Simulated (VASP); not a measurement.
Level of theory: LDA (Ceperley-Alder, Perdew-Zunger), VASP's LDA PAW potentials (set 64) (plane waves; VASP).

VASP input:

**KPOINTS**
```
K-points
0
Gamma
5 5 5
```

### INCAR
```
! general
SYSTEM  = FeO
PREC    = Accurate
ENCUT   = 400
LREAL   = F
LASPH   = T   ! aspherical one-centre terms

! electronic loop
EDIFF   = 1E-6   ! SCF stop (eV)
NELM    = 100   ! most electronic steps
ALGO    = Normal
LMAXMIX = 4   ! l cut-off of mixed one-centre charges

! smearing
ISMEAR  = -1   ! Fermi-Dirac
SIGMA   = 0.01   ! width (eV)

! spin
ISPIN   = 2   ! spin-polarised
MAGMOM  = 4.0 -4.0 2*0.0

! ions
ISIF    = 2   ! forces and stress, cell fixed

! output
LWAVE   = F
LCHARG  = F
LORBIT  = 11
```

File POSCAR:
```
FeO
1
    4.3300000000     2.1650000000     2.1650000000
    2.1650000000     4.3300000000     2.1650000000
    2.1650000000     2.1650000000     4.3300000000
Fe O
2 2
Direct
  0.0000000000   0.0000000000   0.0000000000
  0.5000000000   0.5000000000   0.5000000000
  0.2500000000   0.2500000000   0.2500000000
  0.7500000000   0.7500000000   0.7500000000
```

POTCAR, in this order: Fe O (LDA.64 set). Program: vasp_std.

Output

**OUTCAR**
```
 ion  position               nearest neighbor table
   1  0.000  0.000  0.000-   4 2.17   4 2.17   4 2.17   3 2.17   3 2.17   3 2.17   2 3.06   2 3.06
                             2 3.06   2 3.06   2 3.06   2 3.06
   2  0.500  0.500  0.500-   3 2.17   3 2.17   3 2.17   4 2.17   4 2.17   4 2.17   1 3.06   1 3.06
                             1 3.06   1 3.06   1 3.06   1 3.06
   3  0.250  0.250  0.250-   1 2.17   1 2.17   1 2.17   2 2.17   2 2.17   2 2.17
   4  0.750  0.750  0.750-   2 2.17   2 2.17   2 2.17   1 2.17   1 2.17   1 2.17
  LATTYP: Found a trigonal (rhomboedric) cell.
 ALAT       =     5.3031452931
 COS(alpha) =     0.8333333333
 Subroutine PRICEL returns following result:
  LATTYP: Found a face centered cubic cell.
 ALAT       =     4.3300000000
 Subroutine GETGRP returns: Found 12 space group operations
The static configuration has the point symmetry D_3d.
The dynamic configuration has the point symmetry D_3d.
The overall configuration has the point symmetry D_3d.
 Subroutine INISYM returns: Found 12 space group operations
 Subroutine IBZKPT returns following result:
 Found     19 irreducible k-points:

 Following reciprocal coordinates:
            Coordinates               Weight
  0.000000  0.000000  0.000000      1.000000
  0.200000  0.000000  0.000000      6.000000
  0.400000 -0.000000 -0.000000      6.000000
  0.200000  0.200000  0.000000      6.000000
  0.400000  0.200000  0.000000     12.000000
 -0.400000  0.200000  0.000000     12.000000
 -0.200000  0.200000  0.000000      6.000000
  0.400000  0.400000  0.000000      6.000000
 -0.400000  0.400000  0.000000      6.000000
  0.200000  0.200000  0.200000      2.000000
  0.400000  0.200000  0.200000      6.000000
 -0.400000  0.200000  0.200000      6.000000
 -0.200000  0.200000  0.200000      6.000000
  0.400000  0.400000  0.200000      6.000000
 -0.400000  0.400000  0.200000     12.000000
 -0.200000  0.400000  0.200000     12.000000
 -0.400000 -0.400000  0.200000      6.000000
...
```

### OSZICAR
```
       N       E                     dE             d eps       ncg     rms          rms(c)
DAV:   1     0.226987257563E+03    0.22699E+03   -0.11656E+04  1376   0.155E+03
DAV:   2     0.195030625442E+00   -0.22679E+03   -0.21981E+03  1384   0.383E+02
DAV:   3    -0.361350036276E+02   -0.36330E+02   -0.34768E+02  2082   0.157E+02
DAV:   4    -0.380134220100E+02   -0.18784E+01   -0.17557E+01  1946   0.335E+01
DAV:   5    -0.380520196490E+02   -0.38598E-01   -0.38074E-01  1888   0.442E+00    0.211E+01
DAV:   6    -0.349096253345E+02    0.31424E+01   -0.77608E+01  2160   0.117E+02    0.274E+01
DAV:   7    -0.327203140918E+02    0.21893E+01   -0.16584E+01  2356   0.866E+01    0.119E+01
DAV:   8    -0.328121585532E+02   -0.91844E-01   -0.16276E+00  1480   0.108E+01    0.713E+00
DAV:   9    -0.327504491280E+02    0.61709E-01   -0.34817E-01  2402   0.109E+01    0.154E+00
DAV:  10    -0.327496500440E+02    0.79908E-03   -0.86942E-02  2134   0.614E+00    0.538E-01
DAV:  11    -0.327491476046E+02    0.50244E-03   -0.23436E-02  2172   0.189E+00    0.269E-01
DAV:  12    -0.327490824491E+02    0.65155E-04   -0.82798E-04  1950   0.362E-01    0.225E-01
DAV:  13    -0.327487913211E+02    0.29113E-03   -0.18446E-03  2228   0.769E-01    0.141E-01
DAV:  14    -0.327487243582E+02    0.66963E-04   -0.27535E-04  2160   0.304E-01    0.512E-02
DAV:  15    -0.327487282575E+02   -0.38993E-05   -0.14247E-04  2234   0.266E-01    0.388E-02
DAV:  16    -0.327487147024E+02    0.13555E-04   -0.32314E-05  2210   0.100E-01    0.121E-02
DAV:  17    -0.327487146032E+02    0.99217E-07   -0.92095E-06  1966   0.448E-02
   1 F= -.32748715E+02 E0= -.32746487E+02  d E =-.445541E-02  mag=    -0.0000
```

OUTCAR:
```
------------------------ aborting loop because EDIFF is reached ----------------------------------------
  FORCE on cell =-STRESS in cart. coord.  units (eV):
  Direction    XX          YY          ZZ          XY          YZ          ZX
  --------------------------------------------------------------------------------------
  Total       -6.3717188     -6.3717188     -6.3717188      0.8155591      0.8155591      0.8155591
  in kB     -251.4973928   -251.4973928   -251.4973928     32.1908410     32.1908410     32.1908410
  external PRESSURE =    -251.4973928 kB  Pullay stress =       0.0000000 kB
  volume of cell :       40.59
      direct lattice vectors                 reciprocal lattice vectors
     4.330000000  2.165000000  2.165000000     0.346420323 -0.115473441 -0.115473441
     2.165000000  4.330000000  2.165000000    -0.115473441  0.346420323 -0.115473441
     2.165000000  2.165000000  4.330000000    -0.115473441 -0.115473441  0.346420323
 POSITION                                       TOTAL-FORCE (eV/Angst)
 -----------------------------------------------------------------------------------
      0.00000      0.00000      0.00000        -0.000000      0.000000      0.000000
      4.33000      4.33000      4.33000        -0.000000      0.000000      0.000000
      2.16500      2.16500      2.16500        -0.000000     -0.000000      0.000000
      6.49500      6.49500      6.49500         0.000000     -0.000000     -0.000000
 -----------------------------------------------------------------------------------
    total drift:                                0.000000      0.000000      0.000000
  FREE ENERGIE OF THE ION-ELECTRON SYSTEM (eV)
  ---------------------------------------------------
  free  energy   TOTEN  =       -32.7487146032 eV

  energy  without entropy=      -32.7442591966  energy(sigma->0) =      -32.74648690

 total charge

# of ion       s       p       d       tot
------------------------------------------
    1        0.285   0.348   6.135   6.768
    2        0.285   0.348   6.135   6.768
    3        1.573   3.397   0.000   4.971
    4        1.573   3.397   0.000   4.971
--------------------------------------------------
tot          3.716   7.491  12.271  23.478

 magnetization (x)

# of ion       s       p       d       tot
------------------------------------------
    1       -0.000   0.002   3.350   3.352
    2        0.000  -0.002  -3.350  -3.352
    3        0.000   0.000   0.000   0.000
    4        0.000   0.000   0.000   0.000
--------------------------------------------------
tot          0.000   0.000   0.000   0.000
```
(Selected blocks of OUTCAR.)

At this cut-off the stress carries a Pulay error, which pulls relaxed volumes low.

The structure is a typed FeO crystal (Fm-3m). The cell was not relaxed at this level. The k-mesh is coarse (spacing up to 0.48 per Å, 2π included), so the numbers may not be converged in it.
